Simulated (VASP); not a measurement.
The system is InSb2As3.

```xyz
12
Lattice="8.3079 -0.0991 0.0758 -2.1199 3.6221 -0.0346 0.1019 -0.0485 11.3064" Properties=species:S:1:pos:R:3 pbc="T T T"
In   -2.0532    3.5862    6.1279
In    2.0494    3.5103    6.2350
Sb    0.0313    2.3881    8.8788
Sb    4.2310    2.3159    8.8465
Sb    0.0730    2.2760    2.5360
Sb    4.1199    2.3709    2.4427
As    2.0787    1.1532    5.2321
As    6.2296    1.1726    5.2548
As    2.0234    1.1196    1.0530
As    6.1687    1.1344    1.0508
As   -1.9737    3.4901   10.2842
As    2.1466    3.4656   10.3746
```

The cell was built by a generator and needn't be a form met in nature.

- Program: VASP 6.6.1
- Task: relaxation of cell and atoms
- Functional: PBE
- Potentials or basis: VASP PAW PBE potentials, release 64 (In_d, Sb, As)
- Cutoff: 520 eV
- k mesh: 6 × 6 × 2
- Occupations: gaussian, width 0.15 eV
- Spin: no spin polarisation

At the start: pressure -0.7 GPa; volume 28.15 Å³/atom.

Problem. How do energy, volume and symmetry change on relaxing?

Solution. Over 22 steps the energy falls by 24.4 meV/atom and the volume is 27.23 Å³/atom (-3.3 %); space group P1 (No. 1, to 0.05 Å).

The path:
| step | energy change (eV) | largest force (eV/Å) | pressure (GPa) | volume (Å³) |
| --- | --- | --- | --- | --- |
| 1 | 0.0000 | 1.1188 | -0.66 | 337.82 |
| 2 | -0.2252 | 0.3163 | 0.08 | 332.07 |
| 3 | -0.2276 | 0.3425 | 0.17 | 331.44 |
| 4 | -0.2589 | 0.2462 | -0.07 | 332.26 |
| 5 | -0.2659 | 0.1897 | -0.22 | 332.85 |
| 6 | -0.2736 | 0.1469 | 0.07 | 330.89 |
| 7 | -0.2743 | 0.1519 | 0.19 | 330.14 |
| 8 | -0.2799 | 0.1293 | -0.07 | 330.86 |
| 9 | -0.2804 | 0.1395 | -0.12 | 331.08 |
| 10 | -0.2848 | 0.0903 | -0.02 | 330.12 |
| 11 | -0.2871 | 0.0755 | 0.05 | 329.27 |
| 12 | -0.2873 | 0.0925 | 0.17 | 327.57 |
| 13 | -0.2878 | 0.0845 | 0.06 | 328.50 |
| 14 | -0.2906 | 0.0489 | -0.05 | 328.44 |
| 15 | -0.2910 | 0.0500 | -0.13 | 328.40 |
| 16 | -0.2918 | 0.0542 | 0.07 | 326.67 |
| 17 | -0.2919 | 0.0464 | 0.02 | 327.17 |
| 18 | -0.2926 | 0.0362 | -0.01 | 327.20 |
| 19 | -0.2926 | 0.0386 | -0.02 | 327.21 |
| 20 | -0.2930 | 0.0368 | -0.01 | 327.00 |
| 21 | -0.2930 | 0.0371 | -0.01 | 326.97 |
| 22 | -0.2933 | 0.0231 | 0.03 | 326.80 |

Final structure:
```cif
data_structure
_symmetry_space_group_name_H-M 'P 1'
_symmetry_Int_Tables_number 1
_cell_length_a 8.2150
_cell_length_b 4.1401
_cell_length_c 11.1085
_cell_angle_alpha 89.363
_cell_angle_beta 89.444
_cell_angle_gamma 120.097
_cell_volume 326.80
loop_
_atom_site_label
_atom_site_type_symbol
_atom_site_fract_x
_atom_site_fract_y
_atom_site_fract_z
_atom_site_occupancy
In1 In 0.99561 0.99878 0.54818 1
In2 In 0.49322 0.99492 0.55261 1
Sb1 Sb 0.16942 0.66520 0.78242 1
Sb2 Sb 0.66868 0.66448 0.78291 1
Sb3 Sb 0.16185 0.65334 0.22372 1
Sb4 Sb 0.66152 0.65177 0.22449 1
As1 As 0.33415 0.34042 0.45307 1
As2 As 0.83019 0.33745 0.45400 1
As3 As 0.33131 0.32758 0.09298 1
As4 As 0.83078 0.32592 0.09332 1
As5 As 0.00029 0.99210 0.91231 1
As6 As 0.49981 0.99066 0.91321 1
```
